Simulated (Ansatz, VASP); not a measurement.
# BN in two plane-wave programs, part 3 of 3

Aim: how closely do two programs agree when they are given the same cell, functional and k mesh? The cell is taken from a series of runs on this material, whose earlier steps may have relaxed, scaled, displaced or heated it; both programs get it as it stands.

VASP 6.6.1 and Ansatz 0.2.0.

So far: Starting point; VASP: zone-centre phonons, PBE with D3(BJ), pair 1; Ansatz: zone-centre phonons, PBE with D3(BJ), pair 1; Side by side; Ansatz: zone-centre phonons, PBE with D3(BJ), pair 2; VASP: zone-centre phonons, PBE with D3(BJ), pair 2.

**8. VASP: zone-centre phonons, PBE with D3(BJ), pair 3**

Level of this step: PBE with D3(BJ); plane waves and PAW (B, N) (VASP).

Second derivatives magnify differences that forces hide, and they need a tight electronic threshold. The cell compared in this pair holds 35.61 Å³, against 35.25 Å³ for the pair before.

INCAR reads:

```
SYSTEM = BN
PREC = Accurate
ENCUT = 600
EDIFF = 1E-08
NELM = 120
ISMEAR = 0
SIGMA = 0.01
LREAL = .FALSE.
ALGO = Normal
GGA = PE
IVDW = 12
NBANDS = 14
LORBIT = 11
LWAVE = .FALSE.
LCHARG = .FALSE.
ISIF = 2
IBRION = 6
NFREE = 2
POTIM = 0.015
NSW = 1
LASPH = .TRUE.
GGA_COMPAT = .FALSE.
EFERMI = MIDGAP
KPAR = 2
```

POSCAR reads:

```
BN
1.0
    2.5051092584      0.0000000000      0.0000000000
   -1.2525546292      2.1694882570      0.0000000000
    0.0000000000      0.0000000000      6.5522465568
B N
2 2
Direct
    0.3333333333      0.6666666667      0.2500000000
    0.6666666667      0.3333333333      0.7500000000
    0.3333333333      0.6666666667      0.7500000000
    0.6666666667      0.3333333333      0.2500000000
```

KPOINTS reads:

```
Automatic mesh
0
Gamma
12 12 4
0 0 0
```

The projector-augmented-wave data sets are B and N (PBE family, release 64).

Launch:

```console
$ mpirun -np 2 vasp_std
```

Numbers of over 12 decimals in the logs are rounded to 6 here.

What it wrote:

```text
[... set-up lines as in an earlier step ...]
 entering main loop
       N       E                     dE             d eps       ncg     rms          rms(c)
DAV:   1     0.648691077632E+02    0.64869E+02   -0.89032E+03  1596   0.119E+03
DAV:   2    -0.340844654687E+02   -0.98954E+02   -0.88398E+02  2162   0.270E+02
DAV:   3    -0.386445856898E+02   -0.45601E+01   -0.45296E+01  2070   0.586E+01
DAV:   4    -0.386832326261E+02   -0.38647E-01   -0.38628E-01  1902   0.560E+00
[...]
DAV:  13    -0.351504294764E+02   -0.11242E-06   -0.11637E-06  2124   0.840E-03    0.946E-04
DAV:  14    -0.351504295761E+02   -0.99675E-07   -0.16650E-07  1674   0.313E-03    0.246E-04
DAV:  15    -0.351504295760E+02    0.83901E-10   -0.43113E-09  1674   0.536E-04
   1 F= -.35723761E+02 E0= -.35723761E+02  d E =0.000000E+00
[... from here on, the cycles between the ionic steps are left out ...]
   2 F= -.35719124E+02 E0= -.35719124E+02  d E =0.000000E+00
   3 F= -.35719124E+02 E0= -.35719124E+02  d E =0.000000E+00
   4 F= -.35722261E+02 E0= -.35722261E+02  d E =0.000000E+00
   5 F= -.35722261E+02 E0= -.35722261E+02  d E =0.000000E+00
   6 F= -.35719117E+02 E0= -.35719117E+02  d E =0.000000E+00
   7 F= -.35719117E+02 E0= -.35719117E+02  d E =0.000000E+00
   8 F= -.35722233E+02 E0= -.35722233E+02  d E =0.000000E+00
   9 F= -.35722233E+02 E0= -.35722233E+02  d E =0.000000E+00
 Finite differences progress:
  Degree of freedom:   4/  4
  Displacement:        2/  2
  Total:               8/  8
```

OUTCAR, selected parts (step 8):

```text
 Edisp (eV)   -0.57333

 Edisp (eV)   -0.57333

  Total       0.11720     0.11720     0.00474     0.00000     0.00000     0.00000
  in kB       5.27329     5.27329     0.21330     0.00000     0.00000     0.00000
  external pressure =        3.59 kB  Pullay stress =        0.00 kB

 POSITION                                       TOTAL-FORCE (eV/Angst)
 -----------------------------------------------------------------------------------
     -0.00000      1.44633      1.63806         0.000000      0.000000      0.011729
      1.25255      0.72316      4.91418        -0.000000     -0.000000     -0.196425
     -0.00000      1.44633      4.89918        -0.000000     -0.000000      0.203695
      1.25255      0.72316      1.63806        -0.000000     -0.000000     -0.018999
 -----------------------------------------------------------------------------------
    total drift:                               -0.000000     -0.000000     -0.000038

  FREE ENERGIE OF THE ION-ELECTRON SYSTEM (eV)
  ---------------------------------------------------
  free  energy   TOTEN  =       -35.7222334378 eV

  energy  without entropy=      -35.7222334378  energy(sigma->0) =      -35.72223344

[... 1 part as in an earlier step ...]

[... 2 further parts left out ...]
[key lines of the parts left out:]
E-fermi :   4.5075
```

Levels, forces or a CONTCAR printed for this step are those of its last displaced cell, not of the structure at rest.

**9. Ansatz: zone-centre phonons, PBE with D3(BJ), pair 3**

The same cell, functional and mesh now go to Ansatz, which takes its cutoff from its data sets.

The cell is taken from a series of runs on this material, whose earlier steps may have relaxed, scaled, displaced or heated it; both programs get it as it stands.

input.yaml reads:

```yaml
crystal:
  lattice:
    - [2.5051092584, 0.0, 0.0]
    - [-1.2525546292, 2.169488257, 0.0]
    - [0.0, 0.0, 6.5522465568]
  atoms:
    - { symbol: B, position: [0.3333333333, 0.6666666667, 0.25] }
    - { symbol: B, position: [0.6666666667, 0.3333333333, 0.75] }
    - { symbol: "N", position: [0.3333333333, 0.6666666667, 0.75] }
    - { symbol: "N", position: [0.6666666667, 0.3333333333, 0.25] }
kpoints:
  mp_grid: { grid: [12, 12, 4] }
hamiltonian:
  xc: pbe
  dispersion: d3bj
  pseudopotentials: { kind: paw, azcp: { folder: soft_1 } }
scf:
  occupations: { method: fixed }
output:
  eigenvalues: true
phonons:
  method: dfpt
  dielectric: true
  rigid_motions: translations
```

Launch:

```console
$ ansatz run input.yaml --threads 4 --pin off --max-ram 16384MiB --backend cpu --events-out ev --progress --plain --runs-dir out
```

What it wrote:

```text
[...]
Crystal: 4 atoms, lattice volume = 35.610 Å³
Basis set: ecut = 420 eV, 711 PW (Γ), exchange–correlation on 36×36×96 points (8 copies of the dense FFT grid, shifted against one another)
Bands: 12, of which v1, the nominal top of the filled ones, is band 8 counted from 1 (7 counted from 0)
Symmetry: 24 space group operations
k-points: 164 of 576 (irreducible under 2 space group operations, time reversal used)
[...]
optical modes at Γ + LO–TO along q̂ = [1.0000, 0.0000, 0.0000]:
      ω (cm⁻¹)  modes    IR ((D/Å)²/amu)
[...]
optical modes at Γ + LO–TO along q̂ = [0.0000, 1.0000, 0.0000]:
      ω (cm⁻¹)  modes    IR ((D/Å)²/amu)
[...]
optical modes at Γ + LO–TO along q̂ = [0.0000, 0.0000, 1.0000]:
      ω (cm⁻¹)  modes    IR ((D/Å)²/amu)
[...]
795.22      1             0.0000
        804.19      1             4.5214
       1355.95      2           111.6351
       1355.97      2             0.0000
[key lines of the parts left out:]
SCF converged after 9 iterations
Free energy (F): -1085.386017 eV
Fermi energy:    4.880654 eV
```

**10. Comparison**

The two programs side by side:

```
                  quantity  Ansatz    VASP  difference
optical mode 1 to 2 (cm⁻¹)    48.5    47.8        +0.8
     optical mode 3 (cm⁻¹)   126.0   125.9     +0.06 %
     optical mode 4 (cm⁻¹)   740.5   740.9     -0.05 %
     optical mode 5 (cm⁻¹)   795.2   796.0     -0.09 %
optical mode 6 to 9 (cm⁻¹)  1356.0  1355.6     +0.03 %
```

Modes are paired by rising frequency, not by their patterns, so a pair may set unlike modes beside each other; they are those without the splitting of longitudinal modes.

**11. Results**

```json
{
  "r.m.s. difference of the optical zone-centre modes, each program's sorted by frequency (zone-centre phonons, PBE with D3(BJ), pair 1)": "0.44 cm⁻¹",
  "r.m.s. difference of the optical zone-centre modes, each program's sorted by frequency (zone-centre phonons, PBE with D3(BJ), pair 2)": "0.47 cm⁻¹",
  "difference in optical mode 1 to 2 (zone-centre phonons, PBE with D3(BJ), pair 2)": "+1.1 %",
  "r.m.s. difference of the optical zone-centre modes, each program's sorted by frequency (zone-centre phonons, PBE with D3(BJ), pair 3)": "0.51 cm⁻¹"
}
```

**Reading.** The r.m.s. difference of the optical zone-centre modes, each program's sorted by frequency is 0.44 cm⁻¹ (zone-centre phonons, PBE with D3(BJ), pair 1). Among the rows given in per cent, the largest difference of the zone-centre phonons, PBE with D3(BJ), pair 2 pair is in optical mode 1 to 2, +1.1 %. How closely two codes agree says nothing of how well the functional describes the real material.

[Lines on the potential files, build, host, timing and source positions are cut from VASP's logs without a mark.]

[Logs are printed without paths, hosts, clocks, repeated set-up lines and the standing remarks that a program may print on its own settings, such as how far it seeks lower states.]

[Hosts, paths, dates, database ids (printed as entryN), source tags and the programs' standing remarks are cut or masked in the printed files.]
